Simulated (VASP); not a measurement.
Energy against volume of Si (diamond). Calculation: revPBE GGA, VASP's PBE PAW potentials (set 64) (plane waves; VASP). Settings: 520 eV cut-off, 8×8×8 Γ-centred mesh, Gaussian smearing of 0.050 eV, potentials Si.

```
V (Å³/atom)  E (eV/atom)
-----------  -----------
20.061          -5.20872
20.681          -5.21408
21.302          -5.20938
21.922          -5.19611
```

Question: Fit these four points and predict the energy of the run at 19.440 Å³/atom.

Answer: A cubic in V^(−2/3), the third-order Birch-Murnaghan form, passes through the four points with V0 = 20.69 Å³/atom and B0 = 86 GPa, and gives -5.1915 eV/atom there. The run gave -5.1915 eV/atom, +0.0 meV/atom from the fit; all five points give B0 = 86 GPa.

The compound is Si in the diamond structure. It was relaxed first.
